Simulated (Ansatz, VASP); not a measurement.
# SnTe: VASP beside Ansatz, part 2 of 2

One calculation is typed for both programs; each brings its own data sets. How far apart do they land? The cell is taken from a series of runs on this material, whose earlier steps may have relaxed, scaled, displaced or heated it; both programs get it as it stands.

VASP 6.6.1 and Ansatz 0.2.0.

So far: Starting point; VASP: zone-centre phonons, LDA.

**3. Ansatz: zone-centre phonons, LDA**

Level of this step: Ansatz beside VASP: Kohn-Sham DFT, plane waves, LDA (Ansatz).

Ansatz runs on its PAW soft_1 files.

The same cell, functional (in two slightly different forms), mesh and smearing now go to Ansatz, which takes its cutoff from its data sets.

input.yaml reads:

```yaml
crystal:
  lattice:
    - [0.0, 3.0243098712, 3.121489379]
    - [3.0243098712, 0.0, 3.121489379]
    - [3.0243098712, 3.0243098712, 0.0]
  atoms:
    - { symbol: Sn, position: [0.0, 0.0, 0.0] }
    - { symbol: Te, position: [0.5, 0.5, 0.5] }
kpoints:
  mp_grid: { grid: [12, 12, 12] }
hamiltonian:
  xc: lda
  pseudopotentials: { kind: paw, azcp: { folder: soft_1 }, xc_functional: pbe }
scf:
  occupations: { method: gaussian, width: 0.01 }
output:
  eigenvalues: true
phonons:
  method: dfpt
```

Run with:

```bash
ansatz run input.yaml --threads 4 --pin off --max-ram 10240MiB --backend cpu --events-out ev --progress --plain --runs-dir out
```

Numbers of over 12 decimals in the logs are rounded to 6 here.

The log of the run:

```text
zone centre: on kpoints.mp_grid the ground state, and the responses unless they are solved on pairs of k-points, stand on 280 of the mesh's 1728 k-points, reduced under 8 symmetry operations, with k and −k counted as one. Each operation leaves every solved displacement unchanged or reverses it
Engine: ansatz 0.2.0, aarch64-unknown-linux-gnu
Pseudopotentials: kind: paw
Pseudopotential: Sn, paw, valence charge 14, recommended cutoff 420 eV (normal), soft_1/Sn.paw.azcp
Pseudopotential: Te, paw, valence charge 16, recommended cutoff 420 eV (normal), soft_1/Te.paw.azcp
Functional definition: SPW92
  exchange = slater_x
  correlation = pw_c
Crystal: 2 atoms, lattice volume = 57.101 Å³
Basis set: ecut = 420 eV, 1131 PW (Γ), exchange–correlation on 60×60×60 points (8 copies of the dense FFT grid, shifted against one another)
Bands: 19, of which v1, the nominal top of the filled ones, is band 15 counted from 1 (14 counted from 0)
Symmetry: 16 space group operations
k-points: 280 of 1728 (irreducible under 8 space group operations)
Non-local potential: Sn, projectors of the file, l = 0: 2, l = 1: 2, l = 2: 2, l = 3: 1
Non-local potential: Te, projectors of the file, l = 0: 2, l = 1: 2, l = 2: 2, l = 3: 1
PAW form: soft (Blöchl's): semilocal exchange-correlation on the pseudo side does not see the compensation charge
PAW frozen core: Sn, regenerated for the run's functional, and the local potential with it (the file was generated under x = pbe(κ = 0.804, μ = 0.219515), c = pbe(β = 0.066725))
PAW frozen core: Te, regenerated for the run's functional, and the local potential with it (the file was generated under x = pbe(κ = 0.804, μ = 0.219515), c = pbe(β = 0.066725))
PAW one-centre angular grid: Sn, 590 points (default); XC on 64 Gauss nodes
PAW one-centre angular grid: Te, 590 points (default); XC on 64 Gauss nodes
Initial density: superposition of atomic densities (chi_scale 0.1, normalization cell, long waves kept (reshape's long-wave potential 0.00 eV rms))
Initial wavefunctions: pseudopotential atomic-orbital guess
Functional: x = slater, c = lda
SCF iter   1: F=—  HF=-12707.366767 eV  |F-HF|=—  |Δ(HF+E_count)|=         —  Δρ=1.14e-2  dr2=7.13e-2  ethr=3.10e-3  ⟨swp⟩=7.7  Hψ=31922  notcnv=0
preconditioner: auto → none  [insulator: Δε(μ)=0.189 eV  Ē_g=17.109 eV  σ=0.010 eV  W_gap=1.00  n_scr=14 (ndim 8)  ℏωp=22.0 eV  f_vac=0.000  D(μ)=0.00/eV (n_scr^D=0)  ε∞_Penn≈2.6]
SCF iter   2: F=—  HF=-12707.355059 eV  |F-HF|=—  |Δ(HF+E_count)|=   1.17e-2  Δρ=5.29e-3  dr2=1.62e-2  ethr=2.38e-4  ⟨swp⟩=2.2  Hψ=9452  notcnv=0
SCF iter   3: F=—  HF=-12707.353776 eV  |F-HF|=—  |Δ(HF+E_count)|=   1.28e-3  Δρ=4.00e-4  dr2=7.31e-5  ethr=5.42e-5  ⟨swp⟩=2.4  Hψ=7722  notcnv=0
SCF iter   4: F=—  HF=-12707.353803 eV  |F-HF|=—  |Δ(HF+E_count)|=   2.67e-5  Δρ=1.32e-4  dr2=4.47e-6  ethr=2.44e-7  ⟨swp⟩=2.1  Hψ=9777  notcnv=0
SCF iter   5: F=—  HF=-12707.353806 eV  |F-HF|=—  |Δ(HF+E_count)|=   2.52e-6  Δρ=3.26e-5  dr2=5.50e-7  ethr=1.49e-8  ⟨swp⟩=2.4  Hψ=9576  notcnv=0
SCF iter   6: F=—  HF=-12707.353804 eV  |F-HF|=—  |Δ(HF+E_count)|=   1.79e-6  Δρ=4.34e-6  dr2=6.95e-9  ethr=1.83e-9  ⟨swp⟩=2.0  Hψ=8100  notcnv=0
SCF iter   7: F=—  HF=-12707.353804 eV  |F-HF|=—  |Δ(HF+E_count)|=   2.55e-9  Δρ=9.15e-7  dr2=4.19e-10  ethr=2.32e-11  ⟨swp⟩=2.4  Hψ=10192  notcnv=0
SCF iter   8: F=—  HF=-12707.353804 eV  |F-HF|=—  |Δ(HF+E_count)|=  1.42e-10  Δρ=1.89e-7  dr2=1.17e-11  ethr=1.40e-12  ⟨swp⟩=2.0  Hψ=8119  notcnv=0
SCF iter   9: F=-12707.353804 eV  HF=-12707.353804 eV  |F-HF|=0.00e0  |Δ(HF+E_count)|=  7.28e-12  Δρ=1.82e-8  dr2=9.82e-14  ethr=1.00e-12  ⟨swp⟩=6.4  Hψ=25110  notcnv=0
SCF 1 converged in 9 iterations: F = -12707.353804 eV  dr2 = 9.82e-14
  greatest PAW one-centre occupation: 0.999 electrons in one spin orbital (limit 2), on the Te atom at site 1 (counted from 0), in its partial waves of l = 2
DFPT response loops at Γ: preconditioner auto → Resta (q_TF=auto, 2.451 Å⁻¹)  ε∞=19.5 (no band partly filled); β = 1.00, the filter's whole step (`scf.mixing.beta` (0.50) is not read by the response loops at its default; to damp them type it under 1.00, their step now; it binds the ground state too); Broyden in place of MSR1
SCF converged after 9 iterations
Free energy (F): -12707.353804 eV
Harris-Foulkes:  -12707.353804 eV  (|F-HF|=0.00e0)
Internal energy: -12707.353804 eV  (E = F + TS)
E sigma→0 (E₀):  -12707.353804 eV
Fermi energy:    10.792432 eV
--- Per-component energies (eV) ---
  E_band       = -323.901938
  E_kinetic    = 343.804703
  E_local      = -2553.178610  (includes V_loc(G=0)·N_el)
  E_nonlocal   = 221.790988
  E_hartree    = 1285.967451
  E_xc         = -248.578366
  E_vxc        = -185.591551  (∫ρ·V_xc dr)
  E_paw        = -8743.347919  (= ΣΔE_a)
  E_vpaw       = -722.662702  (= ΣTr[D̂ρ^β])
  E_aug_tail   = 0.000347  (compensation charges beyond the density's cutoff)
  E_ewald      = -3014.915931
  E_core_change = 1.103533  (= ΣΔE_core)
  E_smearing   = -0.000000  (= −TS)
  E_closure    = 0.000000  (closes the sum)
  Σ components = -12707.353804   (vs F -12707.353804, Δ=0.00e0)
--- Band table (eV; the first three rows and the last of 280) ---
  k-point 0: bands = [... 11 lower, 6.3614, 8.3233, 8.3233, 8.6834, 13.7584, 14.5837, 14.5837, 15.3429]
  k-point 1: bands = [... 11 lower, 5.8659, 8.3429, 8.5146, 8.8737, 13.4190, 14.1747, 14.1949, 15.3913]
  k-point 2: bands = [... 11 lower, 4.9016, 8.4045, 8.5753, 9.4411, 12.7214, 13.3588, 13.4437, 15.4498]
  k-point 279: bands = [... 11 lower, 4.3309, 4.6268, 6.6978, 6.6978, 12.7250, 16.2273, 16.2273, 17.4787]
--- Phonons (Γ-DFPT): 4 representative perturbations + reference, on 280 of 1728 k-points (Σ response iterations 12) ---
  k mesh reduced under 8 symmetry operations, with k and −k counted as one. Each operation leaves every solved displacement unchanged or reverses it
  ASR residual: 8.806e-5 → 0.000e0 eV/Å²; symmetrization residual: 3.522e-6 eV/Å²
  ASR residual per site (eV/Å²): 8.81e-5 6.81e-5
  Γ frequencies (cm⁻¹): 0.00 0.00 0.00 40.67 72.10 72.10
  non-analytic LO–TO correction: not included (Born effective charges unavailable; polar crystals: no LO–TO splitting at Γ)
```

**4. Comparison**

Known differences besides the potentials themselves: the two LDA forms differ slightly; the data sets hold 30 valence electrons in Ansatz (on its PAW soft_1 files) and 20 in VASP; the cutoff is 420 eV in Ansatz and 500 eV in VASP; VASP's log shows a relativistic correction to its local exchange, Ansatz's none. Total energies have different zeros and are not compared.

Compared:

```
                  quantity  Ansatz  VASP  difference
     optical mode 1 (cm⁻¹)    40.7  44.8        -4.1
optical mode 2 to 3 (cm⁻¹)    72.1  74.4     -3.10 %
```

Modes are paired by rising frequency, not by their patterns, so a pair may set unlike modes beside each other; they are those without the splitting of longitudinal modes.

**5. Outcome**

```yaml
r_m_s_difference_of_the_optical_zone_centre_modes_each_program_s_sorted_by_frequency_zone_centre_phonons_lda: 3.0 cm⁻¹
difference_in_optical_mode_2_to_3_zone_centre_phonons_lda: -3.1 %
```

In words: The r.m.s. difference of the optical zone-centre modes, each program's sorted by frequency is 3.0 cm⁻¹ (zone-centre phonons, LDA). The data sets hold unlike numbers of valence electrons (30 in Ansatz and 20 in VASP), so part of the differences comes from the potentials. Among the rows given in per cent, the largest difference of the zone-centre phonons, LDA pair is in optical mode 2 to 3, -3.1 %. Such differences can come from data sets, numerical settings and the points named under the comparisons, not from the functional's error against experiment.

[Lines on the potential files, build, host, timing and source positions are cut from VASP's logs without a mark.]

[Logs are printed without paths, hosts, clocks, repeated set-up lines and the standing remarks that a program may print on its own settings, such as how far it seeks lower states.]

[Hosts, paths, dates, database ids (printed as entryN), source tags and the programs' standing remarks are cut or masked in the printed files.]
